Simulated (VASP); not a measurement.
# PtSe2 (Sudovikovite): Pt into a neighbouring Pt vacancy

Aim: the barrier for one hop in PtSe2 (Sudovikovite): Pt into a neighbouring Pt vacancy. The start is a cell from a database of measured crystal structures.

Method: PBEsol; plane waves and PAW (Pt, Se), in VASP 6.6.1.

This is a report of a sequence of runs, with most program output left out.

The database entry behind the starting cell has ideal inner coordinates that were not refined, so it need not match the best structure at ambient conditions.

## 1. The host crystal

It takes space group P-3m1 (No. 164, trigonal). The conventional cell has a = 3.724 Å, b = 3.724 Å, c = 5.062 Å, α = 90.00°, β = 90.00°, γ = 120.00°. Pt has 6 Se at 2.49 Å nearest. Nearest to Se lie 3 Pt at 2.49 Å. Farther neighbours and most contacts between anions are not listed.

As a file:

```
Pt Se
1.0
     3.72400    0.00000    0.00000
    -1.86200    3.22508    0.00000
     0.00000    0.00000    5.06200
Pt Se
1 2
Direct
  0.00000 0.00000 0.00000
  0.66667 0.33333 0.75000
  0.33333 0.66667 0.25000
```

## 2. Relax the host

The later steps need the crystal at this functional's own lattice; a raised cutoff keeps the stress reliable while the cell changes.

Input file INCAR:

```
SYSTEM = PtSe2
PREC = Accurate
ENCUT = 350
EDIFF = 1E-06
NELM = 120
ISMEAR = 0
SIGMA = 0.1
LREAL = .FALSE.
ALGO = Normal
GGA = PS
NBANDS = 17
LASPH = .TRUE.
LORBIT = 11
LWAVE = .FALSE.
LCHARG = .FALSE.
KPAR = 3
IBRION = 2
NSW = 40
ISIF = 3
EDIFFG = -0.02
POTIM = 0.4
```

Input file POSCAR:

```
PtSe2
1.0
    3.7240000000      0.0000000000      0.0000000000
   -1.8620000000      3.2250786037      0.0000000000
    0.0000000000      0.0000000000      5.0620000000
Pt Se
1 2
Direct
    0.0000000000      0.0000000000      0.0000000000
    0.6666666667      0.3333333333      0.7500000000
    0.3333333333      0.6666666667      0.2500000000
```

Input file KPOINTS:

```
Automatic mesh
0
Gamma
6 6 4
0 0 0
```

The projector-augmented-wave data sets are Pt and Se (PBE family, release 64).

Command:

```
$ mpirun -np 3 vasp_std
```

Run time: 17 s. Hardware: 3 MPI ranks of Intel Xeon 6975P-C (Granite Rapids), shared host; peak memory 0.44 GiB; 50 s of CPU time.

The k-mesh is coarse for a metal. The PAW data sets were made with PBE, which is usual practice but a small mismatch for other functionals. The run keeps the 12 symmetry operations of its start, so it cannot find a distortion of lower symmetry.

The steps of the relaxation:

```csv
step,energy less that of the first step (eV),largest force (eV/Å),pressure (GPa),volume (Å³)
1,0.0000,0.3447,2.06,60.80
2,0.0017,0.1401,-2.82,62.64
3,-0.0082,0.1069,-0.35,61.66
4,-0.0101,0.1033,-0.36,61.47
5,-0.0156,0.0899,-0.29,60.91
6,-0.0230,0.0279,-0.04,59.78
7,-0.0062,0.2075,1.11,57.51
8,-0.0236,0.0244,0.20,59.46
9,-0.0237,0.0120,0.23,59.32
10,-0.0217,0.1183,-1.14,59.75
11,-0.0238,0.0094,0.01,59.39
```

```
conventional cell, symmetrised  before  after  change
                         a (Å)   3.724  3.754  +0.8 %
                         b (Å)   3.724  3.754  +0.8 %
                         c (Å)   5.062  4.866  -3.9 %
              volume (Å³/atom)   20.27  19.80  -2.3 %
```

The atoms that moved most (Å, as changes of fractional coordinates times the final cell):

```
atom     dx     dy      dz  length
 Se3  0.000  0.000   0.058   0.058
 Se2  0.000  0.000  -0.058   0.058
```

Final coordinates:

```xyz
3
Lattice="3.7541 0.0000 0.0000 -1.8771 3.2512 0.0000 0.0000 0.0000 4.8660" Properties=species:S:1:pos:R:3 pbc="T T T"
Pt    0.0000    0.0000    0.0000
Se    1.8771    1.0837    3.5913
Se    0.0000    2.1675    1.2748
```

This step gave:

| Quantity | Value |
| --- | --- |
| electronic cycles | 84 |
| electrons | 22 |
| free energy (TOTEN) | -15.91 eV |
| energy at zero smearing | -15.91 eV |
| Fermi energy | 6.599 eV |
| labelled metallic, from the levels on this mesh | yes |

The run ended after 11 ionic steps, 0.024 eV below its first step, once forces and stress met EDIFFG = -0.02.

## 3. Relax the start

System of this step: Sudovikovite. The cell holds 23 atoms: 7 Pt and 16 Se. Its edges and angles: a = 7.508 Å, b = 7.508 Å, c = 9.732 Å, α = 90.0°, β = 90.0°, γ = 120.0°. It derives from PtSe2 (Sudovikovite). Nearest the centre at fractional (0.000, 0.250, 0.000): Se16 at 1.67 Å, Se13 at 1.69 Å, Pt2 at 1.91 Å, Se9 at 3.10 Å, Se20 at 3.13 Å, Se11 at 3.13 Å, Se22 at 3.14 Å, Pt4 at 3.25 Å.

A path needs two true minima; the start is relaxed with symmetry off.

Input file INCAR:

```
SYSTEM = Pt7Se16
PREC = Normal
ENCUT = 280
EDIFF = 1E-05
NELM = 120
ISMEAR = 1
SIGMA = 0.15
LREAL = Auto
ALGO = Fast
GGA = PS
NBANDS = 106
LASPH = .TRUE.
LORBIT = 11
LWAVE = .FALSE.
LCHARG = .FALSE.
NCORE = 3
IBRION = 2
NSW = 60
ISIF = 2
EDIFFG = -0.05
POTIM = 0.4
MAXMIX = 40
ISYM = 0
```

Input file POSCAR:

```
Pt7Se16
1.0
    7.5082780074      0.0000000000      0.0000000000
   -3.7541390036      6.5023594930      0.0000000000
    0.0000000000      0.0000000000      9.7320922396
Pt Se
7 16
Direct
    0.0021841111      0.0025271385      0.5006790669
   -0.0020789049      0.5027846995      0.0009173250
   -0.0005365932      0.5017874069      0.5007492169
    0.5008271992      0.0000874213      0.0011235261
    0.4977877479     -0.0005010795      0.4990092175
    0.5016562514      0.5001221775     -0.0006010152
    0.4975216728      0.4992089264      0.5000167326
    0.3345893476      0.1706469566      0.3710836383
    0.3232064181      0.1608564273      0.8686555964
    0.3325372957      0.6673237911      0.3694613718
    0.3372644964      0.6632463058      0.8682387633
    0.8397692851      0.1686557999      0.3703773956
    0.8294295806      0.1615975062      0.8693589124
    0.8317361683      0.6628915691      0.3676106935
    0.8316884920      0.6637607934      0.8688128126
    0.1669757355      0.3334427898      0.1299447791
    0.1696187777      0.3360743906      0.6316445985
    0.1656123355      0.8355837543      0.1299547495
    0.1673602049      0.8300367226      0.6328645189
    0.6646927680      0.3294924234      0.1303401559
    0.6672303070      0.3341723868      0.6289667850
    0.6640238692      0.8339472168      0.1300260402
    0.6684620567      0.8356694685      0.6275968858
```

Input file KPOINTS:

```
Automatic mesh
0
Gamma
3 3 2
0 0 0
```

Command:

```
$ mpirun -np 3 vasp_std
```

Elapsed: 2.4 min, on 3 MPI ranks; peak memory 0.52 GiB.

The steps of the relaxation:

```
step  energy less that of the first step (eV)  largest force (eV/Å)
   1                                   0.0000                1.1497
   2                                  -0.1671                0.8834
   3                                  -0.2406                0.6015
   4                                  -0.3325                0.3542
   5                                  -0.3978                0.3292
   6                                  -0.4487                0.2051
   7                                  -0.4616                0.2057
   8                                  -0.4754                0.1225
   9                                  -0.4754                0.1202
  10                                  -0.4807                0.0540
  11                                  -0.4810                0.0473
```

The atoms that moved most (Å):

```csv
atom,dx,dy,dz,length
Se21,0.003,0.005,0.266,0.266
Se10,0.006,-0.015,-0.253,0.253
Se9,0.124,0.075,-0.040,0.150
Se18,0.100,-0.071,0.059,0.136
Se13,-0.085,0.078,-0.061,0.131
Se16,-0.006,0.109,0.067,0.128
Se15,-0.004,-0.108,-0.062,0.125
Se22,-0.066,-0.057,0.060,0.105
```

The relaxed structure:

```cif
data_structure
_symmetry_space_group_name_H-M 'P 1'
_symmetry_Int_Tables_number 1
_cell_length_a 7.5083
_cell_length_b 7.5083
_cell_length_c 9.7321
_cell_angle_alpha 90.000
_cell_angle_beta 90.000
_cell_angle_gamma 120.000
_cell_volume 475.14
loop_
_atom_site_label
_atom_site_type_symbol
_atom_site_fract_x
_atom_site_fract_y
_atom_site_fract_z
_atom_site_occupancy
Pt1 Pt 0.00042 0.00051 0.49989 1
Pt2 Pt 0.99883 0.49886 0.99985 1
Pt3 Pt 0.00022 0.50055 0.49990 1
Pt4 Pt 0.49911 0.99920 0.99985 1
Pt5 Pt 0.50035 0.00027 0.49996 1
Pt6 Pt 0.49896 0.49902 0.00005 1
Pt7 Pt 0.50042 0.50037 0.49990 1
Se8 Se 0.33862 0.16950 0.37310 1
Se9 Se 0.34550 0.17237 0.86454 1
Se10 Se 0.33224 0.66504 0.34352 1
Se11 Se 0.33275 0.66613 0.86851 1
Se12 Se 0.83148 0.16940 0.37307 1
Se13 Se 0.82410 0.17362 0.86308 1
Se14 Se 0.83150 0.66268 0.37289 1
Se15 Se 0.82292 0.64715 0.86242 1
Se16 Se 0.17460 0.35017 0.13681 1
Se17 Se 0.16948 0.33806 0.62669 1
Se18 Se 0.17345 0.82466 0.13598 1
Se19 Se 0.16981 0.83183 0.62666 1
Se20 Se 0.66548 0.33224 0.13124 1
Se21 Se 0.66798 0.33491 0.65628 1
Se22 Se 0.65088 0.82524 0.13614 1
Se23 Se 0.66248 0.83162 0.62648 1
```

Numbers from this step:

```yaml
electronic_cycles: 88
electrons: 166
free_energy_toten: -117.7556 eV
energy_at_zero_smearing: -117.7519 eV
fermi_energy: 5.721 eV
```

The run ended after 11 ionic steps, 0.481 eV below its first step, once the forces on the free atoms met EDIFFG = -0.05.

## 4. Relax the end

The end state is relaxed in the same way, so that both ends share their errors.

INCAR is that of step 3.

Input file POSCAR:

```
Pt7Se16
1.0
    7.5082780074      0.0000000000      0.0000000000
   -3.7541390036      6.5023594930      0.0000000000
    0.0000000000      0.0000000000      9.7320922396
Pt Se
7 16
Direct
    0.0025610090      0.0037667772      0.4993885655
   -0.0010029101      0.0023137565      0.0005208469
    0.0018554792      0.4989381833      0.4969547796
    0.4990213208     -0.0013712812      0.0015933343
    0.4980076966     -0.0050161768      0.4975438723
    0.5033995852      0.5020908257     -0.0013157363
    0.5006824553      0.5013704981      0.5009625974
    0.3360618532      0.1674555668      0.3688198853
    0.3342674632      0.1699139272      0.8643891301
    0.3330147444      0.6667681685      0.3660855902
    0.3332182506      0.6646634522      0.8707871357
    0.8340278833      0.1687248525      0.3715195554
    0.8330065786      0.1639731178      0.8659027525
    0.8378327126      0.6663243533      0.3675997230
    0.8334232226      0.6660779224      0.8707659635
    0.1667781875      0.3333756245      0.1295167354
    0.1663274806      0.3301533594      0.6323536776
    0.1683812000      0.8286436941      0.1259169965
    0.1722282835      0.8411701742      0.6289282799
    0.6642409323      0.3351448879      0.1292575067
    0.6647833821      0.3322625914      0.6320785315
    0.6660144088      0.8341880473      0.1306224513
    0.6639248318      0.8323496097      0.6290321120
```

KPOINTS is that of step 3.

Command:

```
$ mpirun -np 3 vasp_std
```

The job ended after 2.6 min (3 MPI ranks; peak memory 0.51 GiB; 7.7 min of CPU time).

The steps of the relaxation:

| step | energy less that of the first step (eV) | largest force (eV/Å) |
| --- | --- | --- |
| 1 | 0.0000 | 1.1084 |
| 2 | -0.1844 | 0.8575 |
| 3 | -0.2492 | 0.6572 |
| 4 | -0.3326 | 0.4228 |
| 5 | -0.4145 | 0.3224 |
| 6 | -0.4632 | 0.2331 |
| 7 | -0.4717 | 0.2421 |
| 8 | -0.4880 | 0.1140 |
| 9 | -0.4888 | 0.1540 |
| 10 | -0.4937 | 0.0518 |
| 11 | -0.4936 | 0.0545 |
| 12 | -0.4949 | 0.0353 |

The atoms that moved most (Å):

```csv
atom,dx,dy,dz,length
Se23,0.018,0.002,0.253,0.254
Se8,-0.010,0.000,-0.248,0.249
Se18,-0.029,0.122,0.083,0.150
Se11,0.096,0.069,-0.085,0.146
Se15,-0.091,0.057,-0.079,0.133
Se20,-0.078,-0.074,0.072,0.129
Se16,0.094,-0.055,0.061,0.125
Se13,-0.006,-0.086,-0.035,0.093
```

The relaxed structure:

```
Pt Se
1.0
     7.50828    0.00000    0.00000
    -3.75414    6.50236    0.00000
     0.00000    0.00000    9.73209
Pt Se
7 16
Cartesian
  0.0039 0.0018 4.8598
  0.0014 0.0011 -0.0097
  -1.8717 3.2558 4.8584
  3.7559 0.0007 -0.0090
  3.7597 0.0030 4.8592
  1.8796 3.2517 -0.0066
  1.8821 3.2531 4.8571
  1.8845 1.0891 3.3409
  1.8783 1.0846 8.4445
  0.0285 4.3530 3.6183
  0.1025 4.3912 8.3896
  5.6370 1.0579 3.6227
  5.6324 0.9804 8.3923
  3.7365 4.3539 3.6195
  3.6661 4.3878 8.3958
  0.0944 2.1128 1.3215
  0.0289 2.1556 6.0944
  -1.8752 5.5097 1.3084
  -1.8726 5.4514 6.0944
  3.6508 2.1055 1.3297
  3.7355 2.1582 6.0951
  1.8796 5.4214 1.2672
  1.8786 5.4142 6.3750
```

Numbers from this step:

| Property | Result |
| --- | --- |
| electronic cycles | 96 |
| free energy (TOTEN) | -117.7560 eV |
| energy at zero smearing | -117.7522 eV |
| Fermi energy | 5.722 eV |

The run ended after 12 ionic steps, 0.495 eV below its first step, once the forces on the free atoms met EDIFFG = -0.05.

## 5. Nudged elastic band

Images on a straight line between the ends relax across the path, while springs keep them spaced along it.

Input file INCAR:

```
SYSTEM = Pt7Se16
PREC = Normal
ENCUT = 280
EDIFF = 1E-05
NELM = 120
ISMEAR = 1
SIGMA = 0.15
LREAL = Auto
ALGO = Fast
GGA = PS
NBANDS = 106
LASPH = .TRUE.
LWAVE = .FALSE.
LCHARG = .FALSE.
IMAGES = 3
SPRING = -5
IBRION = 3
POTIM = 0.15
NSW = 60
EDIFFG = -0.05
ISYM = 0
ISIF = 0
SMASS = 1
```

Input file POSCAR:

```
Pt7Se16
1.0
    7.5082780074      0.0000000000      0.0000000000
   -3.7541390036      6.5023594930      0.0000000000
    0.0000000000      0.0000000000      9.7320922396
Pt Se
7 16
Direct
    0.0004211285      0.0005146447      0.4998912276
    0.9988343648      0.4988639922      0.9998493349
    0.0002150492      0.5005516479      0.4999011833
    0.4991117685      0.9992003957      0.9998502905
    0.5003450706      0.0002712372      0.4999606580
    0.4989564401      0.4990210864      0.0000532271
    0.5004219729      0.5003743456      0.4999028117
    0.3386244701      0.1694974878      0.3730968427
    0.3454962172      0.1723710654      0.8645414463
    0.3322361279      0.6650410205      0.3435154672
    0.3327462872      0.6661330195      0.8685143796
    0.8314780486      0.1693972510      0.3730688680
    0.8240950184      0.1736229227      0.8630830391
    0.8315001477      0.6626795968      0.3728934308
    0.8229171005      0.6471535192      0.8624165499
    0.1745961218      0.3501669372      0.1368129731
    0.1694803149      0.3380633649      0.6266870467
    0.1734487386      0.8246587936      0.1359846821
    0.1698142913      0.8318263478      0.6266607095
    0.6654776003      0.3322434434      0.1312444520
    0.6679792395      0.3349100348      0.6562821212
    0.6508789659      0.8252366259      0.1361405089
    0.6624841382      0.8316162130      0.6264805164
```

KPOINTS is that of step 4.

Input file 00/POSCAR:

```
Pt7Se16
1.0
    7.5082780074      0.0000000000      0.0000000000
   -3.7541390036      6.5023594930      0.0000000000
    0.0000000000      0.0000000000      9.7320922396
Pt Se
7 16
Direct
    0.0004211285      0.0005146447      0.4998912276
    0.9988343648      0.4988639922      0.9998493349
    0.0002150492      0.5005516479      0.4999011833
    0.4991117685      0.9992003957      0.9998502905
    0.5003450706      0.0002712372      0.4999606580
    0.4989564401      0.4990210864      0.0000532271
    0.5004219729      0.5003743456      0.4999028117
    0.3386244701      0.1694974878      0.3730968427
    0.3454962172      0.1723710654      0.8645414463
    0.3322361279      0.6650410205      0.3435154672
    0.3327462872      0.6661330195      0.8685143796
    0.8314780486      0.1693972510      0.3730688680
    0.8240950184      0.1736229227      0.8630830391
    0.8315001477      0.6626795968      0.3728934308
    0.8229171005      0.6471535192      0.8624165499
    0.1745961218      0.3501669372      0.1368129731
    0.1694803149      0.3380633649      0.6266870467
    0.1734487386      0.8246587936      0.1359846821
    0.1698142913      0.8318263478      0.6266607095
    0.6654776003      0.3322434434      0.1312444520
    0.6679792395      0.3349100348      0.6562821212
    0.6508789659      0.8252366259      0.1361405089
    0.6624841382      0.8316162130      0.6264805164
```

Input file 01/POSCAR:

```
Pt7Se16
1.0
    7.5082780074      0.0000000000      0.0000000000
   -3.7541390036      6.5023594930      0.0000000000
    0.0000000000      0.0000000000      9.7320922396
Pt Se
7 16
Direct
    0.0004797164      0.0004535276      0.4997584634
    0.9991927992      0.3741898807      0.9996387200
    0.0004293098      0.5005925327      0.4997302540
    0.4994069641      0.9994276655      0.9996557459
    0.5005004316      0.0003193409      0.4997947084
    0.4993118895      0.4992850479     -0.0001302915
    0.5005204899      0.5003559419      0.4996977448
    0.3376499922      0.1689946255      0.3656444963
    0.3425131431      0.1709796614      0.8653305712
    0.3338056816      0.6661425902      0.3505844139
    0.3373900159      0.6684313326      0.8669004570
    0.8316393791      0.1677225594      0.3728628477
    0.8244587083      0.1679122980      0.8628965786
    0.8317369054      0.6644053963      0.3726488889
    0.8236047807      0.6540635581      0.8624852977
    0.1747064905      0.3438573848      0.1365576246
    0.1695110814      0.3364270453      0.6265684606
    0.1735648401      0.8303271704      0.1355988543
    0.1698048056      0.8334615201      0.6265499490
    0.6611446845      0.3301342830      0.1325916386
    0.6668524035      0.3341582567      0.6487834836
    0.6549623875      0.8273661155      0.1346570250
    0.6634960801      0.8318739936      0.6336239644
```

Input file 02/POSCAR:

```
Pt7Se16
1.0
    7.5082780074      0.0000000000      0.0000000000
   -3.7541390036      6.5023594930      0.0000000000
    0.0000000000      0.0000000000      9.7320922396
Pt Se
7 16
Direct
    0.0005383044      0.0003924105      0.4996256993
    0.9995512335      0.2495157692      0.9994281050
    0.0006435704      0.5006334176      0.4995593248
    0.4997021596      0.9996549352      0.9994612014
    0.5006557925      0.0003674446      0.4996287588
    0.4996673390      0.4995490095     -0.0003138102
    0.5006190069      0.5003375381      0.4994926779
    0.3366755144      0.1684917632      0.3581921500
    0.3395300690      0.1695882573      0.8661196961
    0.3353752352      0.6672441599      0.3576533607
    0.3420337447      0.6707296456      0.8652865344
    0.8318007096      0.1660478678      0.3726568274
    0.8248223982      0.1622016732      0.8627101180
    0.8319736631      0.6661311958      0.3724043470
    0.8242924608      0.6609735969      0.8625540455
    0.1748168592      0.3375478323      0.1363022760
    0.1695418478      0.3347907257      0.6264498745
    0.1736809416      0.8359955471      0.1352130264
    0.1697953199      0.8350966924      0.6264391884
    0.6568117686      0.3280251226      0.1339388252
    0.6657255676      0.3334064786      0.6412848461
    0.6590458091      0.8294956050      0.1331735412
    0.6645080220      0.8321317743      0.6407674124
```

Input file 03/POSCAR:

```
Pt7Se16
1.0
    7.5082780074      0.0000000000      0.0000000000
   -3.7541390036      6.5023594930      0.0000000000
    0.0000000000      0.0000000000      9.7320922396
Pt Se
7 16
Direct
    0.0005968924      0.0003312934      0.4994929352
    0.9999096678      0.1248416577      0.9992174901
    0.0008578309      0.5006743024      0.4993883956
    0.4999973552      0.9998822050      0.9992666568
    0.5008111534      0.0004155484      0.4994628093
    0.5000227884      0.4998129710     -0.0004973288
    0.5007175239      0.5003191344      0.4992876110
    0.3357010365      0.1679889009      0.3507398036
    0.3365469949      0.1681968532      0.8669088210
    0.3369447889      0.6683457295      0.3647223074
    0.3466774734      0.6730279587      0.8636726118
    0.8319620400      0.1643731761      0.3724508071
    0.8251860881      0.1564910485      0.8625236574
    0.8322104207      0.6678569953      0.3721598050
    0.8249801410      0.6678836358      0.8626227933
    0.1749272279      0.3312382799      0.1360469275
    0.1695726142      0.3331544061      0.6263312884
    0.1737970432      0.8416639238      0.1348271986
    0.1697858341      0.8367318646      0.6263284279
    0.6524788528      0.3259159623      0.1352860118
    0.6645987316      0.3326547005      0.6337862086
    0.6631292307      0.8316250946      0.1316900573
    0.6655199639      0.8323895550      0.6479108605
```

Input file 04/POSCAR:

```
Pt7Se16
1.0
    7.5082780074      0.0000000000      0.0000000000
   -3.7541390036      6.5023594930      0.0000000000
    0.0000000000      0.0000000000      9.7320922396
Pt Se
7 16
Direct
    0.0006554803      0.0002701763      0.4993601710
    1.0002681022      0.0001675462      0.9990068752
    0.0010720915      0.5007151872      0.4992174663
    0.5002925508      1.0001094748      0.9990721122
    0.5009665144      0.0004636521      0.4992968597
    0.5003782378      0.5000769326     -0.0006808475
    0.5008160409      0.5003007306      0.4990825441
    0.3347265586      0.1674860386      0.3432874573
    0.3335639208      0.1668054492      0.8676979459
    0.3385143426      0.6694472992      0.3717912542
    0.3513212021      0.6753262718      0.8620586892
    0.8321233705      0.1626984845      0.3722447868
    0.8255497780      0.1507804238      0.8623371969
    0.8324471784      0.6695827948      0.3719152631
    0.8256678212      0.6747936747      0.8626915411
    0.1750375966      0.3249287275      0.1357915790
    0.1696033807      0.3315180865      0.6262127023
    0.1739131447      0.8473323006      0.1344413708
    0.1697763484      0.8383670369      0.6262176674
    0.6481459370      0.3238068019      0.1366331984
    0.6634718956      0.3319029224      0.6262875710
    0.6672126523      0.8337545841      0.1302065734
    0.6665319058      0.8326473356      0.6550543085
```

Command:

```
$ mpirun -np 3 vasp_std
```

Run time: 28 min. Hardware: 3 MPI ranks; peak memory 0.82 GiB.

The band used up its steps before its forces met the threshold, so no barrier is taken from it.

## 6. Outcome

```
result : none
```

**Reading.** The session ends without its result: «nudged elastic band» used up its steps.

[Lines on the potential files, build, host, timing and source positions are cut from VASP's logs without a mark.]

[Logs are printed without paths, hosts, clocks, repeated set-up lines and the standing remarks that a program may print on its own settings, such as how far it seeks lower states.]

[Hosts, paths, dates, database ids (printed as entryN), source tags and the programs' standing remarks are cut or masked in the printed files.]

[Runs that stopped without an error message from VASP are left out.]
